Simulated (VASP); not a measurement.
Output of a VASP run:

File OSZICAR:
```
       N       E                     dE             d eps       ncg     rms          rms(c)
DAV:   1     0.232576332045E+03    0.23258E+03   -0.13424E+04  6904   0.171E+03
DAV:   2     0.140715957876E+00   -0.23244E+03   -0.21751E+03  7092   0.372E+02
DAV:   3    -0.269632586509E+02   -0.27104E+02   -0.25818E+02  7904   0.144E+02
DAV:   4    -0.278442441130E+02   -0.88099E+00   -0.87568E+00  7632   0.279E+01
DAV:   5    -0.278704660972E+02   -0.26222E-01   -0.26210E-01  8224   0.443E+00    0.195E+01
DAV:   6    -0.256194746523E+02    0.22510E+01   -0.53854E+01 10376   0.116E+02    0.245E+01
DAV:   7    -0.232390699734E+02    0.23804E+01   -0.91677E+00  8984   0.954E+01    0.868E+00
DAV:   8    -0.235102011137E+02   -0.27113E+00   -0.26543E+00  7640   0.141E+01    0.572E+00
DAV:   9    -0.234377620742E+02    0.72439E-01   -0.23143E-01 11252   0.121E+01    0.172E+00
DAV:  10    -0.234568874349E+02   -0.19125E-01   -0.81806E-02  8772   0.459E+00    0.779E-01
DAV:  11    -0.234536587675E+02    0.32287E-02   -0.16713E-02 10760   0.288E+00    0.149E-01
DAV:  12    -0.234541500119E+02   -0.49124E-03   -0.48430E-03  9836   0.785E-01    0.841E-02
DAV:  13    -0.234541171630E+02    0.32849E-04   -0.12105E-04  7408   0.122E-01    0.574E-02
DAV:  14    -0.234541166907E+02    0.47237E-06   -0.32723E-04  9084   0.173E-01    0.364E-02
DAV:  15    -0.234541089492E+02    0.77414E-05   -0.28985E-05  8376   0.688E-02    0.203E-02
DAV:  16    -0.234541078455E+02    0.11037E-05   -0.17003E-05  8168   0.537E-02    0.486E-03
DAV:  17    -0.234541079853E+02   -0.13980E-06   -0.95034E-07  3628   0.181E-02
   1 F= -.23454108E+02 E0= -.23454108E+02  d E =-.496256E-11  mag=     0.0000
```

### OUTCAR
```
------------------------ aborting loop because EDIFF is reached ----------------------------------------
  FORCE on cell =-STRESS in cart. coord.  units (eV):
  Direction    XX          YY          ZZ          XY          YZ          ZX
  --------------------------------------------------------------------------------------
  Total       -3.6655959     -3.6655959     -3.6655959     -0.0467735     -0.0467735     -0.0467735
  in kB     -150.9276324   -150.9276324   -150.9276324     -1.9258588     -1.9258588     -1.9258588
  external PRESSURE =    -150.9276324 kB  Pullay stress =       0.0000000 kB
  volume of cell :       38.91
      direct lattice vectors                 reciprocal lattice vectors
     4.269452000  2.134726000  2.134726000     0.351333145 -0.117111048 -0.117111048
     2.134726000  4.269452000  2.134726000    -0.117111048  0.351333145 -0.117111048
     2.134726000  2.134726000  4.269452000    -0.117111048 -0.117111048  0.351333145
 POSITION                                       TOTAL-FORCE (eV/Angst)
 -----------------------------------------------------------------------------------
      0.00000      0.00000      0.00000        -0.000000      0.000000      0.000000
      4.26945      4.26945      4.26945        -0.000000      0.000000     -0.000000
      2.13473      2.13473      2.13473        -0.000000     -0.000000      0.000000
      6.40418      6.40418      6.40418         0.000000     -0.000000     -0.000000
 -----------------------------------------------------------------------------------
    total drift:                                0.000000      0.000000      0.000000
  FREE ENERGIE OF THE ION-ELECTRON SYSTEM (eV)
  ---------------------------------------------------
  free  energy   TOTEN  =       -23.4541079853 eV

  energy  without entropy=      -23.4541079853  energy(sigma->0) =      -23.45410799

 total charge

# of ion       s       p       d       tot
------------------------------------------
    1        0.309   0.354   8.217   8.881
    2        0.309   0.354   8.217   8.881
    3        1.587   3.391   0.000   4.978
    4        1.587   3.391   0.000   4.978
--------------------------------------------------
tot          3.794   7.490  16.435  27.718

 magnetization (x)

# of ion       s       p       d       tot
------------------------------------------
    1       -0.008  -0.012   1.400   1.380
    2        0.008   0.012  -1.400  -1.380
    3        0.000   0.000   0.000   0.000
    4        0.000   0.000   0.000   0.000
--------------------------------------------------
tot          0.000   0.000   0.000   0.000
```
(Selected blocks of OUTCAR.)

POSCAR:
```
NiO
1
    4.2694520000     2.1347260000     2.1347260000
    2.1347260000     4.2694520000     2.1347260000
    2.1347260000     2.1347260000     4.2694520000
Ni O
2 2
Direct
  0.0000000000   0.0000000000   0.0000000000
  0.5000000000   0.5000000000   0.5000000000
  0.2500000000   0.2500000000   0.2500000000
  0.7500000000   0.7500000000   0.7500000000
```

Problem. Write an INCAR and KPOINTS that could have produced this output.

Solution. Several could match; the one computed here: the input of the run itself, PBE GGA, plane waves, VASP's PBE PAW potentials (set 64).

INCAR:
```
SYSTEM = NiO
PREC = Accurate
ENCUT = 400
EDIFF = 1E-6
NELM = 100
ALGO = Normal
LREAL = .FALSE.
LASPH = .TRUE.
ISMEAR = -1
SIGMA = 0.02
GGA = PE
LMAXMIX = 4
LWAVE = .FALSE.
LCHARG = .FALSE.
ISIF = 2
ISPIN = 2
MAGMOM = 2.0 -2.0 0.0 0.0
LORBIT = 11
```

File KPOINTS:
```
Automatic mesh
0
Gamma
9 9 9
0 0 0
```

POTCAR, in this order: Ni O (PBE.64 set). Program: vasp_std.

At this cut-off the stress carries a Pulay error, which pulls relaxed volumes low.

The structure is a typed NiO crystal. The cell was not relaxed at this level.
